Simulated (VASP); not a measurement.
These are PW91 GGA, VASP's PBE PAW potentials (set 64) (plane waves; VASP) values and carry that method's errors.

VASP ran on this input.

INCAR:
```
PREC=Accurate
SIGMA=0.05
LASPH=.TRUE.   ! aspherical one-centre terms
GGA=91   ! PW91
EDIFFG=-0.02   ! ionic stop
LWAVE=.FALSE.
LREAL=.FALSE.
NELM=100   ! most electronic steps
LCHARG=.FALSE.
NSW=60   ! most ionic steps
ISMEAR=0
EDIFF=1E-6   ! SCF stop (eV)
LMAXMIX=4
IBRION=2   ! conjugate gradients
ALGO=Normal
ENCUT=520   ! plane-wave cut-off (eV)
ISIF=3
SYSTEM=Bi2Se3
```

### POSCAR
```
Bi2Se3
1
   10.1591291971    -2.0929387414     0.0539967418
   10.1591291971     2.0929387414     0.0539967418
    9.7088329268    -0.0000000000     3.6509970962
Bi Se
2 3
Direct
  0.3978019750   0.3978019750   0.3978019750
  0.6021980250   0.6021980250   0.6021980250
  0.0000000000   0.0000000000   0.0000000000
  0.2169333944   0.2169333944   0.2169333944
  0.7830666056   0.7830666056   0.7830666056
```

### KPOINTS
```
Automatic mesh
0
Gamma
6 6 6
0 0 0
```

POTCAR, in this order: Bi_d Se (PBE.64 set). Program: vasp_std.

Without a dispersion term in the relaxation, distances and binding between the weakly bound layers, chains or molecules are unreliable, and so is what depends on them. Unless said otherwise, spin-orbit coupling is left out, though it shifts the bands of the heavy elements here.

Problem. Predict the energy per atom (σ→0), volume per atom, band gap (on the k-mesh).

Solution. 
```json
{
 "energy per atom (σ→0)": "-4.071 eV/atom",
 "band gap (on the k-mesh)": "0.49 eV",
 "volume_per_atom": "30.70 Å^3/atom"
}
```

**OSZICAR**
```
...
   3 F= -.20355165E+02 E0= -.20355165E+02  d E =-.214860E-03
       N       E                     dE             d eps       ncg     rms          rms(c)
DAV:   1    -0.203553226197E+02   -0.15804E-03   -0.80752E-03  1844   0.566E-01    0.534E-02
DAV:   2    -0.203552663263E+02    0.56293E-04   -0.43755E-04  2700   0.217E-01    0.321E-02
DAV:   3    -0.203552376675E+02    0.28659E-04   -0.51761E-05  2280   0.761E-02    0.133E-02
DAV:   4    -0.203552339681E+02    0.36994E-05   -0.19935E-05  2636   0.389E-02    0.330E-03
DAV:   5    -0.203552338390E+02    0.12909E-06   -0.21144E-06  1312   0.146E-02
   4 F= -.20355234E+02 E0= -.20355234E+02  d E =-.685648E-04
```

The compound is Bi2Se3 in the tetradymite structure. This run relaxes it. Symmetry was kept, so distortions that lower it aren't found. The start is the result of an earlier pass.
